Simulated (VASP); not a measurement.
Method: PBE GGA, VASP's PBE PAW potentials (set 64) (plane waves; VASP).

The input files of a VASP run:

**KPOINTS_OPT**
```
k-points along high-symmetry lines
6
Line-mode
Reciprocal
  0.000000   0.000000   0.000000 ! GAMMA
  0.000000   0.000000   0.500000 ! X

  0.000000   0.000000   0.500000 ! X
  0.250000   0.250000   0.250000 ! P

  0.250000   0.250000   0.250000 ! P
  0.000000   0.500000   0.000000 ! N

  0.000000   0.500000   0.000000 ! N
  0.000000   0.000000   0.000000 ! GAMMA

  0.000000   0.000000   0.000000 ! GAMMA
  0.500000   0.500000  -0.500000 ! M

  0.500000   0.500000  -0.500000 ! M
  0.291733   0.708267  -0.291733 ! S

 -0.291733   0.291733   0.291733 ! S_0
  0.000000   0.000000   0.000000 ! GAMMA

  0.000000   0.000000   0.500000 ! X
 -0.083466   0.083466   0.500000 ! R

  0.500000   0.500000  -0.083466 ! G
  0.500000   0.500000  -0.500000 ! M
```

### INCAR
```
# general
SYSTEM   =  CrB2
PREC     =  Accurate
ENCUT    =  400
LREAL    =  .FALSE.
LASPH    =  .TRUE.

# electronic loop
EDIFF    =  1E-6
NELM     =  100
ALGO     =  Normal
LMAXMIX  =  4

# smearing
ISMEAR   =  -1
SIGMA    =  0.1

# functional
GGA      =  PE

# spin
ISPIN    =  2
MAGMOM   =  3.0 0.0 0.0

# ions
ISIF     =  2

# output
LWAVE    =  .FALSE.
LCHARG   =  .FALSE.
LORBIT   =  11
```

### KPOINTS
```
Automatic mesh
0
Gamma
9 9 9
0 0 0
```

POSCAR:
```
CrB2
3.7107550
 -0.3537643957   0.3537643957   0.8658531754
  0.3537643957  -0.3537643957   0.8658531754
  0.3537643957   0.3537643957  -0.8658531754
Cr B
1 2
Cartesian
  0.0000000000   0.0000000000   0.0000000000
  0.0000000000  -0.0000000000   0.5806411394
 -0.0000000000   0.0000000000   1.1510652114
```

POTCAR, in this order: Cr_pv B (PBE.64 set). Program: vasp_std.

At this cut-off the stress carries a Pulay error, which pulls relaxed volumes low. The moments were started parallel, and other spin orders were not tried in this run.

Task: Estimate the energy per atom (σ→0), cell moment, pressure, largest force, band gap (over mesh and band path).

Result: 
```yaml
energy per atom (σ→0): -7.155 eV/atom
cell_moment: 0.00 μB
band gap (over mesh and band path): none (metal, semimetal or under 0.01 eV)
pressure: 18.81 GPa
largest_force: 0.160 eV/Å
```

OSZICAR:
```
...
DAV:   9    -0.214976846479E+02    0.89889E-02   -0.43503E-02  6371   0.198E+00    0.105E+00
DAV:  10    -0.214945259688E+02    0.31587E-02   -0.13161E-02  4921   0.104E+00    0.319E-01
DAV:  11    -0.214944082970E+02    0.11767E-03   -0.21294E-03  5620   0.506E-01    0.132E-01
DAV:  12    -0.214943556351E+02    0.52662E-04   -0.26315E-04  5364   0.156E-01    0.429E-02
DAV:  13    -0.214943566985E+02   -0.10634E-05   -0.13664E-05  5676   0.387E-02    0.141E-02
DAV:  14    -0.214943558142E+02    0.88430E-06   -0.12692E-06  4072   0.116E-02
   1 F= -.21494356E+02 E0= -.21463805E+02  d E =-.611015E-01  mag=     0.0000
       N       E                     dE             ncg
```

The structure was generated: CrB2 was put into an ordered model structure, which need not be its known phase. The cell was not relaxed at this level. The k-mesh is coarse (spacing up to 0.38 per Å, 2π included), so the numbers may not be converged in it.
